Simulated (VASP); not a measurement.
An input for Quantum ESPRESSO's pw.x (written as the equivalent of a VASP run, and not itself run):

```
&CONTROL
  calculation = 'vc-relax'
  pseudo_dir = './pseudo'
  outdir = './out'
  tprnfor = .true.
  tstress = .true.
  nstep = 40
  forc_conv_thr = 0.00078
/
&SYSTEM
  ibrav = 0
  nat = 2
  ntyp = 2
  ecutwfc = 102
  occupations = 'smearing'
  smearing = 'gaussian'
  degauss = 0.003675
  input_dft = 'pz'
/
&ELECTRONS
  conv_thr = 7.3e-08
  electron_maxstep = 100
/
&IONS
/
&CELL
  press = 50
/
ATOMIC_SPECIES
  Cd 112.414 Cd.upf
  S 32.060 S.upf
CELL_PARAMETERS angstrom
     0.0000000    2.8256893    2.8256893
     2.8256893    0.0000000    2.8256893
     2.8256893    2.8256893    0.0000000
ATOMIC_POSITIONS crystal
  Cd   0.0000000  0.0000000  0.0000000
  S    0.2500000  0.2500000  0.2500000
K_POINTS automatic
  8 8 8 0 0 0
```

Problem. Translate this input to VASP (INCAR, KPOINTS, POSCAR, choice of POTCAR).

Solution. One answer among several that fit: 
### INCAR
```
SYSTEM  =  CdS
PREC  =  Accurate; ENCUT  =  500; LREAL  =  F
LASPH  =  T
EDIFF  =  1E-6; NELM  =  100; ALGO  =  Normal
LMAXMIX  =  4
ISMEAR  =  0; SIGMA  =  0.05
IBRION  =  2; NSW  =  40; ISIF  =  3
EDIFFG  =  -0.02; PSTRESS  =  50
LWAVE  =  F; LCHARG  =  F
```

**POSCAR**
```
CdS
1.0
  0.0000000000   2.8256893085   2.8256893085
  2.8256893085   0.0000000000   2.8256893085
  2.8256893085   2.8256893085   0.0000000000
Cd S
1 1
Cart
  0.0000000000   0.0000000000   0.0000000000
  1.4128446542   1.4128446542   1.4128446542
```

KPOINTS:
```
Automatic mesh
0
Gamma
8 8 8
0 0 0
```

POTCAR, in this order: Cd S (LDA.64 set). Program: vasp_std.

What does not carry over: the potentials are each code's own (VASP's PAW set, PseudoDojo norm-conserving files in pw.x), so ENCUT and ecutwfc are chosen apart and not converted; conv_thr bounds pw.x's estimated SCF error, while EDIFF bounds the energy change between steps; forc_conv_thr acts on force components and is met together with etot_conv_thr.

The compound is CdS in the zinc blende structure, a metastable form; wurtzite is the usual one. It was relaxed first under an external pressure of 5 GPa.
